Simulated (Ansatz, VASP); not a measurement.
## Sb (Antimony): VASP beside Ansatz

Wanted: the spread between two codes on one cell, functional and k mesh. The cell is taken from a series of runs on this material, whose earlier steps may have relaxed, scaled, displaced or heated it; both programs get it as it stands.

Method: plane waves, with VASP 6.6.1 beside it; zone-centre phonons at PBEsol, in Ansatz 0.2.0.

## Step 1: The structure

It takes space group R-3m (No. 166, trigonal). The conventional cell has a = 4.323 Å, b = 4.323 Å, c = 11.062 Å, α = 90.00°, β = 90.00°, γ = 120.00°. Sb has 3 Sb at 2.93 Å nearest.

Structure file:

```cif
data_structure
_symmetry_space_group_name_H-M 'P 1'
_symmetry_Int_Tables_number 1
_cell_length_a 4.4527
_cell_length_b 4.4527
_cell_length_c 4.4527
_cell_angle_alpha 58.082
_cell_angle_beta 58.082
_cell_angle_gamma 58.082
_cell_volume 59.68
loop_
_atom_site_label
_atom_site_type_symbol
_atom_site_fract_x
_atom_site_fract_y
_atom_site_fract_z
_atom_site_occupancy
Sb1 Sb 0.23562 0.23562 0.23562 1
Sb2 Sb 0.76438 0.76438 0.76438 1
```

## Step 2: VASP: zone-centre phonons, PBEsol

Second derivatives magnify differences that forces hide, and they need a tight electronic threshold.

Lines of VASP's logs that name or quote its potential files are left out, and so is its time.

The input, INCAR:

```
SYSTEM = Sb
PREC = Accurate
ENCUT = 500
EDIFF = 1E-08
NELM = 120
ISMEAR = 1
SIGMA = 0.2
LREAL = .FALSE.
ALGO = Normal
GGA = PS
NBANDS = 11
LORBIT = 11
LWAVE = .FALSE.
LCHARG = .FALSE.
ISIF = 2
IBRION = 8
LASPH = .TRUE.
GGA_COMPAT = .FALSE.
KPAR = 2
```

The input, POSCAR:

```
Sb
1.0
    2.1615156246      1.2479516277      3.6874267027
   -2.1615156246      1.2479516277      3.6874267027
    0.0000000000     -2.4959032554      3.6874267027
Sb
2
Direct
    0.2356195289      0.2356195289      0.2356195289
    0.7643804711      0.7643804711      0.7643804711
```

The input, KPOINTS:

```
Automatic mesh
0
Gamma
12 12 12
0 0 0
```

The projector-augmented-wave data sets are Sb (PBE family, release 64).

Run with:

```bash
$ mpirun -np 2 vasp_std
```

Numbers of over 12 decimals in the logs are rounded to 6 here.

Log:

```text
[banner, memory and clock lines left out]
running    2 mpi-ranks, on    1 nodes
 distrk:  each k-point on    1 cores,    2 groups
 distr:  one band on    1 cores,    1 groups

 POSCAR found type information on POSCAR Sb
 POSCAR found :  1 types and       2 ions
|                                                                             |
|               ----> ADVICE to this user running VASP <----                  |
|                                                                             |
|     You enforced a specific xc type in the INCAR file but a different       |
|     [... a line on the potential file left out ...]
|     I HOPE YOU KNOW WHAT YOU ARE DOING!                                     |
|                                                                             |

 LDA part: xc-table for (Slater+PW92), standard interpolation
 POSCAR, INCAR and KPOINTS ok, starting setup
 FFT: planning ... GRIDC
 FFT: planning ... GRID_SOFT
 FFT: planning ... GRID
 WAVECAR not read
 entering main loop
       N       E                     dE             d eps       ncg     rms          rms(c)
DAV:   1     0.342160725710E+02    0.34216E+02   -0.35158E+03  4158   0.693E+02
DAV:   2    -0.725166106942E+01   -0.41468E+02   -0.40138E+02  5561   0.112E+02
DAV:   3    -0.911336193613E+01   -0.18617E+01   -0.18362E+01  5106   0.267E+01
DAV:   4    -0.913101353090E+01   -0.17652E-01   -0.17645E-01  4654   0.301E+00
DAV:   5    -0.913120862546E+01   -0.19509E-03   -0.19509E-03  4868   0.362E-01    0.288E+00
DAV:   6    -0.912212136724E+01    0.90873E-02   -0.20954E-03  4664   0.282E-01    0.173E+00
DAV:   7    -0.911648764067E+01    0.56337E-02   -0.52011E-03  4617   0.434E-01    0.575E-02
DAV:   8    -0.911652039440E+01   -0.32754E-04   -0.11908E-04  4671   0.775E-02    0.170E-02
DAV:   9    -0.911652779514E+01   -0.74007E-05   -0.13805E-05  4725   0.235E-02    0.513E-03
DAV:  10    -0.911652730946E+01    0.48569E-06   -0.17027E-06  4718   0.733E-03    0.911E-04
DAV:  11    -0.911652740732E+01   -0.97868E-07   -0.14900E-07  4713   0.243E-03    0.466E-04
DAV:  12    -0.911652744410E+01   -0.36775E-07   -0.14150E-08  3794   0.673E-04    0.925E-05
DAV:  13    -0.911652745086E+01   -0.67661E-08   -0.14888E-09  2415   0.265E-04
   1 F= -.91165275E+01 E0= -.91173571E+01  d E =0.248905E-02
 Linear response reoptimize wavefunctions to high precision
DAV:   1    -0.911652745267E+01   -0.18013E-08   -0.15794E-10  2703   0.999E-05
DAV:   2    -0.911652745266E+01    0.34674E-11   -0.22196E-11  2271   0.405E-05
 Linear response DOF=           2
 Linear response progress:
  Degree of freedom:   1/  2
       N       E                     dE             d eps       ncg     rms          rms(c)
RMM:   1    -0.250131586727E-01   -0.25013E-01    0.25070E-02 38610   0.118E+00
RMM:   2    -0.247738863653E-01    0.23927E-03   -0.16000E-03 30168   0.237E-01    0.473E-02
RMM:   3    -0.247726234685E-01    0.12629E-05   -0.43534E-05 31760   0.388E-02    0.282E-02
RMM:   4    -0.248221945750E-01   -0.49571E-04   -0.21056E-05 31758   0.205E-02    0.216E-03
RMM:   5    -0.248292540286E-01   -0.70595E-05   -0.15180E-06 32505   0.356E-03    0.955E-04
RMM:   6    -0.248312558982E-01   -0.20019E-05    0.51289E-08 31945   0.910E-04    0.286E-04
RMM:   7    -0.248304377210E-01    0.81818E-06    0.16852E-07 32977   0.214E-04    0.730E-05
RMM:   8    -0.248303851111E-01    0.52610E-07    0.11593E-07 33482   0.531E-05    0.147E-05
RMM:   9    -0.248303712099E-01    0.13901E-07    0.18152E-10 33383   0.153E-05    0.118E-06
RMM:  10    -0.248303660057E-01    0.52041E-08    0.17893E-09 32045   0.317E-06    0.709E-07
 first order change of Fermi-energy  -0.21026E-04
 force on displaced ion       1 direction 1 :  -2.079   0.000   0.000
 Linear response progress:
  Degree of freedom:   2/  2
       N       E                     dE             d eps       ncg     rms          rms(c)
RMM:   1    -0.260224688934E-01   -0.26022E-01    0.18575E-02  8103   0.118E+00
RMM:   2    -0.249382438668E-01    0.10842E-02   -0.15402E-03  6484   0.243E-01    0.467E-02
RMM:   3    -0.248323090424E-01    0.10593E-03   -0.43182E-05  6906   0.424E-02    0.282E-02
RMM:   4    -0.247576076032E-01    0.74701E-04   -0.28914E-05  6735   0.255E-02    0.703E-03
RMM:   5    -0.247685301275E-01   -0.10923E-04   -0.10979E-06  6989   0.531E-03    0.248E-03
RMM:   6    -0.247708024726E-01   -0.22723E-05   -0.91349E-08  7024   0.105E-03    0.804E-04
RMM:   7    -0.247698997352E-01    0.90274E-06    0.27913E-08  7079   0.305E-04    0.201E-04
RMM:   8    -0.247699261003E-01   -0.26365E-07    0.93001E-09  7164   0.628E-05    0.321E-05
RMM:   9    -0.247699247328E-01    0.13675E-08    0.10828E-10  7199   0.180E-05    0.159E-05
 first order change of Fermi-energy  -0.36628E+00
 force on displaced ion       1 direction 3 :   0.000   0.000  -4.677
 Linear response finished
```

From OUTCAR (step 2):

```text
ion  position               nearest neighbor table
   1  0.236  0.236  0.236-   2 2.93   2 2.93   2 2.93   2 3.30   2 3.30   2 3.30
   2  0.764  0.764  0.764-   1 2.93   1 2.93   1 2.93   1 3.30   1 3.30   1 3.30

  LATTYP: Found a trigonal (rhomboedric) cell.
 ALAT       =     4.4527125158
 COS(alpha) =     0.5286999982

 Subroutine GETGRP returns: Found 12 space group operations
 (whereof 12 operations were pure point group operations)

The static configuration has the point symmetry D_3d.

 Found    189 irreducible k-points:

   k-points           NKPTS =    189   k-points in BZ     NKDIM =    189   number of bands    NBANDS=     11

   dimension x,y,z NGX =    32 NGY =   32 NGZ =   32
   dimension x,y,z NGXF=    64 NGYF=   64 NGZF=   64

   ENCUT  =  500.0 eV  36.75 Ry    6.06 a.u.   8.12  8.12  8.12*2*pi/ulx,y,z

   NELECT =      10.0000    total number of electrons

 k-points in reciprocal lattice and weights: Automatic mesh
   0.00000000  0.00000000  0.00000000       0.001
   0.08333333 -0.00000000  0.00000000       0.003
   0.16666667 -0.00000000  0.00000000       0.003
   0.25000000  0.00000000 -0.00000000       0.003
   0.33333333  0.00000000 -0.00000000       0.003
   0.41666667 -0.00000000  0.00000000       0.003
   0.50000000  0.00000000 -0.00000000       0.002
   0.08333333  0.08333333  0.00000000       0.003
   0.16666667  0.08333333  0.00000000       0.007
[...]
-0.41666667  0.50000000  0.41666667       0.003
   0.50000000  0.50000000  0.50000000       0.001

 average (electrostatic) potential at core
       1 -85.5535       2 -85.5535

  Total        0.0672098      0.0672098      0.0484229      0.0000000     -0.0000000     -0.0000000
  in kB        1.8043163      1.8043163      1.2999607      0.0000000     -0.0000000     -0.0000000
  external PRESSURE =       1.6361978 kB  Pullay stress =       0.0000000 kB

  energy-cutoff  :      500.00
  volume of cell :       59.68
      direct lattice vectors                 reciprocal lattice vectors
     2.161515625  1.247951628  3.687426703     0.231319170  0.133552185  0.090397277
    -2.161515625  1.247951628  3.687426703    -0.231319170  0.133552185  0.090397277
     0.000000000 -2.495903255  3.687426703     0.000000000 -0.267104370  0.090397277

 POSITION                                       TOTAL-FORCE (eV/Angst)
 -----------------------------------------------------------------------------------
      0.00000      0.00000      2.60649         0.000000      0.000000      0.047755
      0.00000      0.00000      8.45579         0.000000      0.000000     -0.047755
 -----------------------------------------------------------------------------------
    total drift:                                0.000000     -0.000000      0.000000

 Eigenvectors and eigenvalues of the dynamical matrix
 ----------------------------------------------------

   1 f  =    4.333093 THz    27.225626 2PiTHz  144.536422 cm-1    17.920224 meV
             X         Y         Z           dx          dy          dz
      0.000000  0.000000  2.606489     0.000000    0.000000    0.707107
      0.000000  0.000000  8.455791    -0.000000    0.000000   -0.707107

   2 f  =    2.888743 THz    18.150507 2PiTHz   96.358093 cm-1    11.946876 meV
             X         Y         Z           dx          dy          dz
      0.000000  0.000000  2.606489     0.707107   -0.000000   -0.000000
      0.000000  0.000000  8.455791    -0.707107    0.000000    0.000000

   3 f  =    2.888743 THz    18.150507 2PiTHz   96.358093 cm-1    11.946876 meV
             X         Y         Z           dx          dy          dz
      0.000000  0.000000  2.606489    -0.000000    0.707107   -0.000000
      0.000000  0.000000  8.455791    -0.000000   -0.707107    0.000000

   4 f  =    0.000000 THz     0.000000 2PiTHz    0.000001 cm-1     0.000000 meV
             X         Y         Z           dx          dy          dz
      0.000000  0.000000  2.606489    -0.104425   -0.699354   -0.000000
      0.000000  0.000000  8.455791    -0.104425   -0.699354    0.000000

   5 f  =    0.000000 THz     0.000000 2PiTHz    0.000000 cm-1     0.000000 meV
             X         Y         Z           dx          dy          dz
      0.000000  0.000000  2.606489     0.000000    0.000000    0.707107
      0.000000  0.000000  8.455791    -0.000000    0.000000    0.707107

   6 f/i=    0.000000 THz     0.000000 2PiTHz    0.000001 cm-1     0.000000 meV
             X         Y         Z           dx          dy          dz
      0.000000  0.000000  2.606489     0.699354   -0.104425    0.000000
      0.000000  0.000000  8.455791     0.699354   -0.104425    0.000000

 ELASTIC MODULI CONTR FROM IONIC RELAXATION (kBar)
 Direction    XX          YY          ZZ          XY          YZ          ZX
 --------------------------------------------------------------------------------
 XX         -98.5170    -74.8571   -139.3432     -0.0000     48.2411      0.0000
 YY         -74.8571    -98.5170   -139.3432     -0.0000    -48.2411      0.0000
 ZZ        -139.3432   -139.3432   -223.9843     -0.0000     -0.0000      0.0000
 XY          -0.0000     -0.0000     -0.0000    -11.8300      0.0000     45.9183
 YZ          48.2411    -48.2411     -0.0000      0.0000   -196.7211     -0.0000
 ZX           0.0000      0.0000      0.0000     45.9183     -0.0000   -178.2332
 --------------------------------------------------------------------------------
```

## Step 3: Ansatz: zone-centre phonons, PBEsol

Ansatz runs on its PAW soft_1 files.

The same cell, functional, mesh and smearing now go to Ansatz, which takes its cutoff from its data sets.

The input, input.yaml:

```yaml
crystal:
  lattice:
    - [2.1615156246, 1.2479516277, 3.6874267027]
    - [-2.1615156246, 1.2479516277, 3.6874267027]
    - [0.0, -2.4959032554, 3.6874267027]
  atoms:
    - { symbol: Sb, position: [0.2356195289, 0.2356195289, 0.2356195289] }
    - { symbol: Sb, position: [0.7643804711, 0.7643804711, 0.7643804711] }
kpoints:
  mp_grid: { grid: [12, 12, 12] }
hamiltonian:
  xc: pbesol
  pseudopotentials: { kind: paw, azcp: { folder: soft_1 }, xc_functional: pbe }
scf:
  occupations: { method: methfessel_paxton, width: 0.2 }
output:
  eigenvalues: true
phonons:
  method: dfpt
```

Run with:

```bash
$ ansatz run input.yaml --threads 4 --pin off --max-ram 10240MiB --backend cpu --events-out ev --progress --plain --runs-dir out
```

Log:

```text
Engine: ansatz 0.2.0, x86_64-unknown-linux-gnu
Pseudopotentials: kind: paw
Pseudopotential: Sb, paw, valence charge 15, recommended cutoff 420 eV (normal), soft_1/Sb.paw.azcp
Functional definition: PBEsol
  exchange = pbesol_x
  correlation = pbesol_c
Crystal: 2 atoms, lattice volume = 59.680 Å³
Basis set: ecut = 420 eV, 1183 PW (Γ), exchange–correlation on 60×60×60 points (8 copies of the dense FFT grid, shifted against one another)
Bands: 19, of which v1, the nominal top of the filled ones, is band 15 counted from 1 (14 counted from 0)
Symmetry: 12 space group operations
k-points: 476 of 1728 (irreducible under 2 space group operations, time reversal used)
Non-local potential: Sb, projectors of the file, l = 0: 2, l = 1: 2, l = 2: 2, l = 3: 1
PAW form: soft (Blöchl's): semilocal exchange-correlation on the pseudo side does not see the compensation charge
PAW frozen core: Sb, regenerated for the run's functional, and the local potential with it (the file was generated under x = pbe(κ = 0.804, μ = 0.219515), c = pbe(β = 0.066725))
PAW one-centre angular grid: Sb, 590 points (default); XC on 64 Gauss nodes
Initial density: superposition of atomic densities (chi_scale 0.1, normalization cell)
Initial wavefunctions: pseudopotential atomic-orbital guess
Functional: x = pbesol(κ = 0.804, μ = 0.123457), c = pbesol(β = 0.046)
SCF iter   1: F=—  HF=-12816.338006 eV  |F-HF|=—  |Δ(HF+E_count)|=         —  Δρ=1.46e-2  dr2=9.69e-2  ethr=3.10e-3  ⟨swp⟩=5.9  Hψ=46928  notcnv=0
preconditioner: auto → Kerker (q_TF=auto, 2.433 Å⁻¹)  [metal: Δε(μ)=0.014 eV  Ē_g=8.699 eV  σ=0.200 eV  W_gap=0.06  n_scr=14 (ndim 8)  ℏωp=15.2 eV  f_vac=0.000  D(μ)=0.13/eV (n_scr^D=0)]
SCF iter   2: F=—  HF=-12816.330324 eV  |F-HF|=—  |Δ(HF+E_count)|=   7.68e-3  S|Δr|=    0.00e0  Δρ=9.49e-3  dr2=4.24e-2  ethr=3.23e-4  ⟨swp⟩=1.0  Hψ=12852  notcnv=0
SCF iter   3: F=—  HF=-12816.326371 eV  |F-HF|=—  |Δ(HF+E_count)|=   3.95e-3  S|Δr|=    0.00e0  Δρ=1.18e-3  dr2=1.16e-3  ethr=1.41e-4  ⟨swp⟩=2.0  Hψ=16118  notcnv=0
SCF iter   4: F=—  HF=-12816.326467 eV  |F-HF|=—  |Δ(HF+E_count)|=   9.63e-5  S|Δr|=    0.00e0  Δρ=7.17e-4  dr2=2.38e-4  ethr=3.86e-6  ⟨swp⟩=2.0  Hψ=16190  notcnv=0
SCF iter   5: F=—  HF=-12816.326289 eV  |F-HF|=—  |Δ(HF+E_count)|=   1.79e-4  S|Δr|=    0.00e0  Δρ=2.57e-4  dr2=5.97e-5  ethr=7.95e-7  ⟨swp⟩=2.0  Hψ=16081  notcnv=0
SCF iter   6: F=—  HF=-12816.326308 eV  |F-HF|=—  |Δ(HF+E_count)|=   1.97e-5  S|Δr|=    0.00e0  Δρ=5.40e-5  dr2=2.19e-6  ethr=1.99e-7  ⟨swp⟩=2.8  Hψ=15255  notcnv=0
SCF iter   7: F=—  HF=-12816.326307 eV  |F-HF|=—  |Δ(HF+E_count)|=   1.17e-6  S|Δr|=    0.00e0  Δρ=8.59e-6  dr2=2.74e-8  ethr=7.29e-9  ⟨swp⟩=2.0  Hψ=16196  notcnv=0
SCF iter   8: F=—  HF=-12816.326307 eV  |F-HF|=—  |Δ(HF+E_count)|=   5.99e-9  S|Δr|=    0.00e0  Δρ=1.32e-6  dr2=1.53e-9  ethr=9.14e-11  ⟨swp⟩=3.0  Hψ=16329  notcnv=0
SCF iter   9: F=—  HF=-12816.326307 eV  |F-HF|=—  |Δ(HF+E_count)|=  3.89e-10  S|Δr|=    0.00e0  Δρ=5.02e-7  dr2=2.29e-10  ethr=5.10e-12  ⟨swp⟩=2.0  Hψ=10588  notcnv=0
SCF iter  10: F=—  HF=-12816.326307 eV  |F-HF|=—  |Δ(HF+E_count)|=  2.55e-11  S|Δr|=    0.00e0  Δρ=2.32e-7  dr2=2.24e-11  ethr=1.00e-12  ⟨swp⟩=3.0  Hψ=16376  notcnv=0
SCF iter  11: F=-12816.326307 eV  HF=-12816.326307 eV  |F-HF|=1.82e-12  |Δ(HF+E_count)|=  1.82e-12  S|Δr|=    0.00e0  Δρ=4.04e-8  dr2=1.95e-12  ethr=1.00e-12  ⟨swp⟩=5.3  Hψ=39930  notcnv=0
SCF 1 converged in 11 iterations: F = -12816.326307 eV  dr2 = 1.95e-12
  greatest PAW one-centre occupation: 0.996 electrons in one spin orbital (limit 2), on the Sb atom at site 1 (counted from 0), in its partial waves of l = 2
DFPT response loops at Γ: preconditioner auto → Kerker (q_TF=auto, 2.433 Å⁻¹) (partly filled bands, converged f_vac=0.000); β = 1.00, the filter's whole step (`scf.mixing.beta` (0.50) is not read by the response loops under this deck's `scf.mixing.preconditioner`; to damp them name `kerker` or `kerker_dos`, under which they read `scf.mixing.beta`, and type it under 1.00, their step now; both keys bind the ground state too); Broyden in place of MSR1
SCF converged after 11 iterations
Stability not checked: this state was not tested for a lower state beside it, because cold or Methfessel-Paxton smearing, or corrected tetrahedra, fill the levels in a way that the test cannot read (fill_not_monotonic; see scf.lower_state_search)
Free energy (F): -12816.326307 eV
Harris-Foulkes:  -12816.326307 eV  (|F-HF|=1.82e-12)
Internal energy: -12816.328765 eV  (E = F + TS)
E sigma→0 (E₀):  -12816.326922 eV
Entropy (-TS):   0.002458 eV (1.229 meV/atom)
Fermi energy:    10.278187 eV
--- Per-component energies (eV) ---
  E_band       = -329.834906
  E_kinetic    = 326.152753
  E_local      = -3141.979449  (includes V_loc(G=0)·N_el)
  E_nonlocal   = 782.523340
  E_hartree    = 1299.590931
  E_xc         = -196.715122
  E_vxc        = -181.946832  (∫ρ·V_xc dr)
  E_paw        = -8934.978640  (= ΣΔE_a)
  E_vpaw       = -713.766863  (= ΣTr[D̂ρ^β])
  E_aug_tail   = 0.000269  (compensation charges beyond the density's cutoff)
  E_ewald      = -2951.586558
  E_core_change = 0.663710  (= ΣΔE_core)
  E_smearing   = 0.002458  (= −TS)
  E_closure    = -0.000000  (closes the sum)
  Σ components = -12816.326307   (vs F -12816.326307, Δ=0.00e0)
--- Band table (eV; the first three rows and the last of 476) ---
  k-point 0: bands = [... 11 lower, 5.5555, 8.3436, 8.4912, 8.4912, 12.6121, 13.1115, 13.1115, 15.3037]
  k-point 1: bands = [... 11 lower, 5.1836, 8.3664, 8.4814, 8.6658, 12.5260, 12.8852, 12.8899, 14.9893]
  k-point 2: bands = [... 11 lower, 4.3267, 8.3850, 8.4624, 9.0161, 12.1655, 12.3393, 12.3498, 14.8323]
  k-point 475: bands = [... 11 lower, 1.1623, 9.0414, 9.0414, 9.8172, 10.2726, 10.2726, 11.2311, 17.5563]
--- Phonons (Γ-DFPT): 2 representative perturbations + reference, on 476 of 1728 k-points (Σ response iterations 6) ---
  k mesh reduced under 2 symmetry operations, with k and −k counted as one. Each operation leaves every solved perturbation unchanged. A smaller set is not used because it would not reduce the number of displacements times k-points to solve
  ASR residual: 2.700e-5 → 0.000e0 eV/Å²; symmetrization residual: 1.696e-5 eV/Å²
  ASR residual per site (eV/Å²): 2.70e-5 2.70e-5
  Γ frequencies (cm⁻¹): 0.00 0.00 0.00 92.72 92.72 141.87
  non-analytic LO–TO correction: not included (Born effective charges unavailable; polar crystals: no LO–TO splitting at Γ)
```

In the SCF lines HF is the Harris–Foulkes energy and dr2 the Hartree energy of the density residual, in eV; the loop may stop once dr2 is under the threshold and the program's other checks hold. Hψ counts applications of the Hamiltonian.

## Step 4: Differences

Known differences besides the potentials themselves: the data sets hold 30 valence electrons in Ansatz (on its PAW soft_1 files) and 10 in VASP; the cutoff is 420 eV in Ansatz and 500 eV in VASP; Ansatz makes its cores anew for this functional, VASP keeps those of its PBE data sets. Total energies have different zeros and are not compared.

Compared:

```csv
quantity,Ansatz,VASP,difference
optical mode 1 to 2 (cm⁻¹),92.7,96.4,-3.78 %
optical mode 3 (cm⁻¹),141.9,144.5,-1.84 %
```

Modes are paired by rising frequency, not by their patterns, so a pair may set unlike modes beside each other; they are those without the splitting of longitudinal modes.

## Step 5: What came out

| Property | Result |
| --- | --- |
| r.m.s. difference of the optical zone-centre modes, each program's sorted by frequency (zone-centre phonons, PBEsol) | 3.3 cm⁻¹ |
| difference in optical mode 1 to 2 (zone-centre phonons, PBEsol) | -3.8 % |

What this shows: The r.m.s. difference of the optical zone-centre modes, each program's sorted by frequency is 3.3 cm⁻¹ (zone-centre phonons, PBEsol). The data sets hold unlike numbers of valence electrons (30 in Ansatz and 10 in VASP), so part of the differences comes from the potentials. Among the rows given in per cent, the largest difference of the zone-centre phonons, PBEsol pair is in optical mode 1 to 2, -3.8 %. Such differences can come from data sets, numerical settings and the points named under the comparisons, not from the functional's error against experiment.

[Lines on the potential files, build, host, timing and source positions are cut from VASP's logs without a mark.]

[Logs are printed without paths, hosts, clocks, repeated set-up lines and the standing remarks that a program may print on its own settings, such as how far it seeks lower states.]

[Hosts, paths, dates, database ids (printed as entryN), source tags and the programs' standing remarks are cut or masked in the printed files.]
